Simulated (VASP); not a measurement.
OSZICAR of a VASP run on PbF₂ (fluorite):

OSZICAR:
```
       N       E                     dE             d eps       ncg     rms          rms(c)
DAV:   1     0.306162072933E+03    0.30616E+03   -0.15068E+04  2456   0.178E+03
DAV:   2     0.114218312839E+02   -0.29474E+03   -0.28340E+03  2816   0.457E+02
DAV:   3    -0.154883901566E+02   -0.26910E+02   -0.26644E+02  2858   0.155E+02
DAV:   4    -0.162911280755E+02   -0.80274E+00   -0.80167E+00  2624   0.276E+01
DAV:   5    -0.163183741196E+02   -0.27246E-01   -0.27245E-01  2870   0.521E+00    0.804E+00
DAV:   6    -0.143510606430E+02    0.19673E+01   -0.10512E+01  3114   0.271E+01    0.274E+00
DAV:   7    -0.143440478849E+02    0.70128E-02   -0.46035E-01  2470   0.466E+00    0.156E+00
DAV:   8    -0.143394273827E+02    0.46205E-02   -0.10254E-01  2466   0.396E+00    0.487E-01
DAV:   9    -0.143370753174E+02    0.23521E-02   -0.19772E-02  2740   0.108E+00    0.101E-01
DAV:  10    -0.143382394480E+02   -0.11641E-02   -0.15591E-03  2454   0.430E-01    0.278E-02
DAV:  11    -0.143382302785E+02    0.91695E-05   -0.10936E-04  2624   0.108E-01    0.115E-02
DAV:  12    -0.143382406834E+02   -0.10405E-04   -0.45430E-05  2746   0.718E-02    0.998E-03
DAV:  13    -0.143382391494E+02    0.15339E-05   -0.13687E-05  2690   0.413E-02    0.147E-03
DAV:  14    -0.143382392175E+02   -0.68078E-07   -0.57435E-07  1534   0.651E-03
   1 F= -.14338239E+02 E0= -.14338239E+02  d E =-.325851E-13
```

**Question.** Which electronic solver shows in the log?

**Answer.** It is blocked Davidson (ALGO = Normal, or the opening steps of other solvers). The INCAR had ALGO = Normal.

**Question.** Can the final energy be trusted as converged?

**Answer.** The run converged. It stopped with EDIFF = 1E-6, NELM = 100 (PBE GGA, plane waves, VASP's PBE PAW potentials (set 64)).

The compound is PbF2 in the fluorite structure, the β form. The cell was not relaxed at this level, atoms are displaced from their ideal sites. The run is one of a series of settings (ADDGRID = .TRUE. against the base run), some of them coarse on purpose.
